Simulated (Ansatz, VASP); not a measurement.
## Al2Rh3 in VASP and in Ansatz

```
Al Rh
1.0
     3.21166    5.56277    0.00000
    -3.21166    5.56277    0.00000
     0.00000   -3.70851    4.16479
Al Rh
4 6
Direct
  0.39486 0.39486 0.18459
  0.10514 0.10514 0.31541
  0.60514 0.60514 0.81541
  0.89486 0.89486 0.68459
  0.51666 0.98334 0.75000
  0.25000 0.51666 0.75000
  0.98334 0.25000 0.75000
  0.48334 0.01666 0.25000
  0.75000 0.48334 0.25000
  0.01666 0.75000 0.25000
```

Alike in both runs: functional r2SCAN; k mesh 5 × 5 × 5; occupations fermi-dirac, width 0.0545 eV; no spin polarisation.

Ansatz relaxed the structure, and its values are those at the end. VASP's run is a single point on that final structure, the one shown.

```csv
,VASP,Ansatz
version,VASP 6.6.1,Ansatz 0.2.0
potentials or method,"VASP PAW PBE potentials, release 64 (Al, Rh_pv)",PAW plane waves
plane-wave cutoff (eV),520,500
valence electrons in the cell,102,114
```

```tsv
	VASP	Ansatz	Ansatz less VASP
pressure (GPa)	0.2	0.0	-0.24
rms of the force components (eV/Å)	0.006	0.000	-0.0058
```

The two sets of potentials don't hold the same shells in valence. Ansatz warned: «structure_snapped_to_symmetry».

Caveats: the PAW data sets were made with another functional, which shifts forces and pressure a little (VASP).
